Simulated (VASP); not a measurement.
Here is a VASP 6.6.1 calculation.

File INCAR:

```
PREC = Accurate
ENCUT = 600
EDIFF = 1E-8
ISMEAR = 0
SIGMA = 0.02
LREAL = False
LASPH = True
NELM = 100
ALGO = Fast
ISIF = 2
LWAVE = False
LCHARG = False
LEPSILON = True
IBRION = 8
NSW = 1
```

Contents of KPOINTS:

```
regular mesh
0
Gamma
  12 12 6
```

File POSCAR:

```
BN
1.0
    2.5539396000      0.0000000000      0.0000000000
   -1.2769698000      2.2117765700      0.0000000000
    0.0000000000      0.0000000000      4.2268550000
B N
2 2
Direct
    0.6666666700      0.3333333300      0.9997240000
    0.3333333300      0.6666666700      0.4997240000
    0.6666666700      0.3333333300      0.6252760000
    0.3333333300      0.6666666700      0.1252760000
```

Potentials or basis: VASP PAW LDA potentials, release 64 (B, N).

Launch:

```sh
$ cat potpaw_LDA.64/B/POTCAR potpaw_LDA.64/N/POTCAR > POTCAR
$ mpirun -np 1 vasp_std > vasp.out
```

Task: Estimate the electronic dielectric tensor (diagonal).

Result: 4.56, 4.56, 4.72.

Task: What does it give for the Born charges (mean of the diagonal)?

Result: B +1.86; N -1.86 e.

Task: What does it give for the highest phonon frequency at Γ, LO-TO splitting left out?

Result: 1110 cm⁻¹.

Task: What does it give for the band gap on the k mesh?

Result: 4.96 eV, indirect (least direct gap 8.11 eV).

Born effective charge tensors (e):
atom 1, B
```
1.83 0.00 0.00
0.00 1.83 0.00
0.00 0.00 1.92
```
atom 2, B
```
1.83 0.00 0.00
0.00 1.83 0.00
0.00 0.00 1.92
```
atom 3, N
```
-1.83  0.00  0.00
 0.00 -1.83  0.00
 0.00  0.00 -1.92
```
atom 4, N
```
-1.83  0.00  0.00
 0.00 -1.83  0.00
 0.00  0.00 -1.92
```

A k mesh can miss the band edges. LDA gaps usually lie below the measured ones, often by a third to a half.
